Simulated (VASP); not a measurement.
# HfN2: structure and properties in VASP, part 2 of 2

What structure does HfN2 take at this level, and what are its properties? The cell is invented: it takes the structure of a Materials Project entry for WN2 (space group 187 there), with some of its atoms replaced by other elements, volume scaled by an estimate. It may not be a known or stable phase.

VASP 6.6.1, plane waves and PAW; the level of theory is named at each step.

Still holding for the runs below: The k-mesh is coarse for a metal.

So far, least gap on mesh and path (eV): step 7 (bands along the symmetry lines (TB-mBJ)) 0.733.

## 8. Bands along the symmetry lines (PBEsol + SOC)

This step: PBEsol, spin-orbit coupling; plane waves and PAW (Hf_pv, N); invented cell (VASP 6.6.1).

The mesh alone shows little of the dispersion and can miss band extrema, so KPOINTS_OPT adds a path through the symmetry points after the self-consistent cycle. Spin-orbit coupling needs spinors and the noncollinear program, where each band holds one electron.

INCAR

```
SYSTEM = HfN2
PREC = Accurate
ENCUT = 520
EDIFF = 1E-06
NELM = 100
ISMEAR = 0
SIGMA = 0.05
LREAL = .FALSE.
ALGO = Normal
GGA = PS
LNONCOLLINEAR = .TRUE.
MAGMOM = 0 0 0 0 0 0 0 0 0
NBANDS = 32
GGA_COMPAT = .FALSE.
LASPH = .TRUE.
LSORBIT = .TRUE.
LMAXMIX = 4
LORBIT = 11
LWAVE = .FALSE.
LCHARG = .FALSE.
```

POSCAR

```
HfN2
1.0
    3.2267951798     -0.0000001142      0.0000000000
   -1.6133982797      2.7944862001      0.0000000000
    0.0000000000      0.0000000000      3.7742408865
Hf N
1 2
Direct
    0.6666666700      0.3333333300      0.5000000000
    0.0000000000      0.0000000000      0.8118065567
    0.0000000000      0.0000000000      0.1881934433
```

KPOINTS

```
Automatic mesh
0
Gamma
6 6 5
0 0 0
```

KPOINTS_OPT

```
Line mode
16
Line-mode
Reciprocal
  0.00000000   0.00000000   0.00000000 GAMMA
  0.50000000   0.00000000   0.00000000 M

  0.50000000   0.00000000   0.00000000 M
  0.33333333   0.33333333   0.00000000 K

  0.33333333   0.33333333   0.00000000 K
  0.00000000   0.00000000   0.00000000 GAMMA

  0.00000000   0.00000000   0.00000000 GAMMA
  0.00000000   0.00000000   0.50000000 A

  0.00000000   0.00000000   0.50000000 A
  0.50000000   0.00000000   0.50000000 L

  0.50000000   0.00000000   0.50000000 L
  0.33333333   0.33333333   0.50000000 H

  0.33333333   0.33333333   0.50000000 H
  0.00000000   0.00000000   0.50000000 A

  0.50000000   0.00000000   0.50000000 L
  0.50000000   0.00000000   0.00000000 M

  0.33333333   0.33333333   0.00000000 K
  0.33333333   0.33333333   0.50000000 H
```

The projector-augmented-wave data sets are Hf_pv and N (PBE family, release 64).

On the command line:

```sh
mpirun -np 1 vasp_ncl
```

The job ended after 3.8 min (1 MPI rank of Intel Xeon Platinum 8488C (Sapphire Rapids), shared host; peak memory 0.26 GiB).

LASPH is switched on together with spin-orbit coupling, so the change from the scalar run holds both.

This step gave:

* SCF cycles: 14
* bands: 32
* irreducible k-points: 30
* free energy (TOTEN): -30.92 eV
* energy at zero smearing: -30.92 eV
* Fermi energy: 5.821 eV
* pressure: -0.3389 GPa
* metallic: yes

On-site spin-orbit energy by atom:

```tsv
atom	on-site spin-orbit energy (eV)
Hf1	-1.30
N2	0.00
N3	0.00
```

Electronic bands along the path, in eV, zero at the Fermi level; # counts the bands kept:

```tsv
point	#7	#8	#9	#10	#11	#12	#13	#14
Γ	-0.56	-0.56	-0.48	-0.48	0.48	0.48	3.28	3.28
0.47 of the way	-1.19	-1.19	-0.65	-0.65	0.24	0.24	3.15	3.15
M	-1.82	-1.82	-1.04	-1.04	-0.07	-0.07	4.18	4.18
0.47 of the way	-2.76	-2.70	-0.05	0.00	0.16	0.31	3.32	3.41
K	-3.30	-3.23	0.62	0.65	0.73	0.96	2.29	2.30
0.47 of the way	-2.01	-1.97	-0.22	-0.17	0.01	0.12	3.37	3.44
Γ	-0.56	-0.56	-0.48	-0.48	0.48	0.48	3.28	3.28
0.47 of the way	-1.57	-1.48	-1.48	-1.44	0.99	0.99	3.15	3.15
A	-2.66	-2.66	-2.54	-2.54	0.54	0.54	4.21	4.21
0.47 of the way	-3.47	-3.47	-1.66	-1.66	1.48	1.48	4.15	4.15
L	-3.42	-3.42	-0.25	-0.25	1.50	1.50	4.84	4.84
0.47 of the way	-3.13	-3.03	-0.76	-0.48	1.62	1.80	4.28	4.32
H	-2.11	-2.10	-1.87	-1.37	1.73	2.02	4.25	4.26
0.47 of the way	-3.53	-3.53	-1.30	-1.11	1.92	1.92	3.91	4.08
A	-2.66	-2.66	-2.54	-2.54	0.54	0.54	4.21	4.21
jump to L	-3.42	-3.42	-0.25	-0.25	1.50	1.50	4.84	4.84
0.47 of the way	-2.27	-1.95	-0.90	-0.88	0.62	0.68	4.70	4.73
M	-1.82	-1.82	-1.04	-1.04	-0.07	-0.07	4.18	4.18
jump to K	-3.30	-3.23	0.62	0.65	0.73	0.96	2.29	2.30
0.53 of the way	-2.43	-2.03	-0.74	-0.71	1.17	1.43	3.17	3.19
H	-2.11	-2.10	-1.87	-1.37	1.73	2.02	4.25	4.26
```

Of the projections kept (Hf, N), the largest for each band there; the rest of the weight can lie on other orbitals:

```tsv
point	#7	#8	#9	#10	#11	#12	#13	#14
Γ	N 0.63	N 0.63	N 0.65	N 0.65	Hf 0.83	Hf 0.83	Hf 0.51	Hf 0.51
M	N 0.54	N 0.54	N 0.65	N 0.65	Hf 0.91	Hf 0.91	Hf 0.79	Hf 0.79
K	Hf 0.52	Hf 0.51	N 0.71	N 0.78	Hf 0.88	Hf 0.77	Hf 0.89	Hf 0.89
Γ	N 0.63	N 0.63	N 0.65	N 0.65	Hf 0.83	Hf 0.83	Hf 0.51	Hf 0.51
A	Hf 0.56	Hf 0.56	Hf 0.54	Hf 0.54	Hf 0.76	Hf 0.76	Hf 0.91	Hf 0.91
L	Hf 0.52	Hf 0.52	N 0.69	N 0.69	Hf 0.75	Hf 0.75	Hf 0.74	Hf 0.74
```

Force by atom:

```tsv
atom	x (eV/Å)	y (eV/Å)	z (eV/Å)	size
Hf1	0.000	0.000	0.000	0.000
N2	0.000	0.000	0.181	0.181
N3	0.000	0.000	-0.181	0.181
```

At these settings, which differ from those of the relaxation, the cell is under a tension of 0.3 GPa.

## 9. Electric field gradients (PBEsol)

This step: PBEsol; plane waves and PAW (Hf_pv, N); invented cell (VASP 6.6.1).

Field gradients probe how far the charge around each nucleus departs from cubic symmetry; LASPH keeps the non-spherical terms inside the spheres.

INCAR

```
SYSTEM = HfN2
PREC = Accurate
ENCUT = 520
EDIFF = 1E-07
NELM = 100
ISMEAR = 0
SIGMA = 0.05
LREAL = .FALSE.
ALGO = Normal
GGA = PS
LORBIT = 11
LWAVE = .FALSE.
LCHARG = .FALSE.
LEFG = .TRUE.
LASPH = .TRUE.
```

POSCAR is that of step 8.

KPOINTS

```
Automatic mesh
0
Gamma
8 8 6
0 0 0
```

On the command line:

```sh
mpirun -np 1 vasp_std
```

It took 13 s on 1 MPI rank; peak memory 0.15 GiB.

This step gave:

| Item | Value |
| --- | --- |
| bands | 14 |
| irreducible k-points | 40 |
| free energy (TOTEN) | -30.28 eV |
| energy at zero smearing | -30.28 eV |
| Fermi energy | 5.800 eV |
| pressure | 0.01652 GPa |

Electric field gradients, by row:

```tsv
atom	Vxx (V/Å²)	Vyy (V/Å²)	Vzz (V/Å²)	asymmetry
Hf1	-18.53	-18.51	37.04	0.001
N2	-37.2	-37.2	74.4	0
N3	-37.2	-37.2	74.4	0
```

The largest gradient, 74.40 V/Å², sits on N2 and like sites; times the quadrupole moment of a nucleus that has one, it gives the coupling that NMR and NQR see.

## 10. Ionic relaxation at fixed cell (PBEsol), changed input

With the cell held (ISIF = 2), the atoms move to where the forces vanish. Some settings are moved from the usual, to see what they do.

INCAR

```
SYSTEM = HfN2
PREC = Accurate
ENCUT = 520
EDIFF = 1E-06
NELM = 100
ISMEAR = 0
SIGMA = 0.05
LREAL = .FALSE.
ALGO = Normal
GGA = PS
LORBIT = 11
LWAVE = .FALSE.
LCHARG = .FALSE.
IBRION = 2
NSW = 60
ISIF = 2
EDIFFG = -0.01
MAXMIX = 10
NELECT = 21
```

POSCAR is that of step 9.

KPOINTS is that of step 9.

On the command line:

```sh
mpirun -np 1 vasp_std
```

The job ended after 30 s (1 MPI rank; peak memory 0.15 GiB).

The run converged; its settings lie outside those of the reference runs, so its numbers are set aside.

Settings moved from the usual: MAXMIX = 10 and NELECT = 21.0.

NELECT differs from the neutral count, so the cell is charged against a uniform background: another system, not a numerical setting. MAXMIX acts on the way to self-consistency or on speed; a fully converged result doesn't depend on them, though slow mixing can meet EDIFF with the stress still off.

## 11. Summary of results

- relaxed volume: 11.34 Å³/atom
- relaxed conventional cell a, b, c: 3.227, 3.227, 3.774 Å; angles 90.0, 90.0, 120.0°
- space group after relaxing, within 0.02 Å: P-6m2 (No. 187)
- band gap: none, a metal
- DOS at the Fermi level: 0.826 states/eV/cell
- band gap (TB-mBJ): 0.733 eV, indirect (least direct gap of that run 1.20 eV)
- band gap (PBEsol + SOC): none, a metal
- largest field gradient Vzz: 74.40 V/Å² on N2

In words: With PBEsol, HfN2 relaxes to 11.34 Å³/atom in space group P-6m2 (held by the symmetry of the run) and comes out as a metal. Band structure (PBEsol): Of the bands kept, 2 cross the Fermi level on this path. Bands along the symmetry lines (TB-mBJ): On this path the gap is indirect, 0.73 eV, with the valence top at K and the conduction bottom between Γ and M. The least direct gap is 1.20 eV. Bands along the symmetry lines (PBEsol + SOC): Of the bands kept, 4 cross the Fermi level on this path (spinor bands, one electron each). The other levels ran on the cell relaxed with PBEsol, and without spin-orbit coupling unless named. LASPH was switched on together with spin-orbit coupling, so shifts put down to the coupling hold both changes. The k-sampling is coarse for a metal, so the Fermi level, pressures and the shape of the cell carry errors. No search among competing phases was made. All values are for a static lattice at zero temperature.

[Lines on the potential files, build, host, timing and source positions are cut from VASP's logs without a mark.]

[Logs are printed without paths, hosts, clocks, repeated set-up lines and the standing remarks that a program may print on its own settings, such as how far it seeks lower states.]

[Hosts, paths, dates, database ids (printed as entryN), source tags and the programs' standing remarks are cut or masked in the printed files.]

[A measured line is paired with the nearest computed mode of its activity, which favours agreement.]
